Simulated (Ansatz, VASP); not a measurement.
# Two plane-wave programs on ScTa

INCAR

```
SYSTEM = ScTa
  PREC = Accurate
  ENCUT = 600
  EDIFF = 1E-6
  ISMEAR = 0
  SIGMA = 0.1
  LREAL = .FALSE.
  LASPH = .TRUE.
  NELM = 100
  ALGO = Normal
  ISIF = 3
  LWAVE = .FALSE.
  LCHARG = .FALSE.
  GGA = PE
  IBRION = 2
  NSW = 100
  EDIFFG = -0.01
```

KPOINTS

```
Automatic mesh
0
G
  16 16 16
  0 0 0
```

The input POSCAR:

```
ScTa
1.0
    3.4325161295      0.0000000000      0.0000000000
    0.0000000000      3.4325161295      0.0000000000
    0.0000000000      0.0000000000      3.4325161295
Sc Ta
1 1
Direct
    0.0000000000      0.0000000000      0.0000000000
    0.5000000000      0.5000000000      0.5000000000
```

Input for Ansatz:

```yaml
crystal:
  lattice:
    - [3.4325161295, 0.0, 0.0]
    - [0.0, 3.4325161295, 0.0]
    - [0.0, 0.0, 3.4325161295]
  atoms:
    - { symbol: Sc, position: [0.0, 0.0, 0.0] }
    - { symbol: Ta, position: [0.5, 0.5, 0.5] }
basis:
  ecutwfc: 420
kpoints:
  mp_grid: { grid: [16, 16, 16] }
hamiltonian:
  xc: pbe
scf:
  occupations: { method: gaussian, width: 0.1 }
output:
  forces: true
  stress: true
  eigenvalues: true
  write_density: true
  write_potential: true
  elf: true
  volumetric_format: npy
relax:
  adjacent_minimum: "off"
  f_tol: 0.01
  max_steps: 80
  cell: { stress_tol: 0.05 }
```

Change from the starting cell: species swapped into the MgTl type (Pm-3m, No. 221).

Alike in both runs: task relaxation of cell and atoms; functional PBE; k mesh 16 × 16 × 16; occupations gaussian, width 0.1 eV; no spin polarisation.

```csv
,VASP,Ansatz
version,VASP 6.6.1,Ansatz 0.2.0
potentials or method,"VASP PAW PBE potentials, release 64 (Sc_sv, Ta_pv)","scalar-relativistic, plane waves, PAW"
plane-wave cutoff (eV),600,420
valence electrons in the cell,22,24
```

Ansatz gave:

```
gap on the k mesh at the Fermi level, each at its own relaxed structure (eV) : none
relaxed volume (Å³/atom)                                                     : 20.16
relaxed cell length with the largest relative difference (Å)                 : 3.429
```

Question: Which values does VASP return?

Answer: gap on the k mesh at the Fermi level, each at its own relaxed structure (eV): none; relaxed volume (Å³/atom): 20.18; relaxed cell length with the largest relative difference (Å): 3.430.

A gap of «none» marks a metal or a gap that the smearing closes. The two sets of potentials don't hold the same shells in valence.

The runs have no spin-orbit coupling, so splittings on Ta are missing.
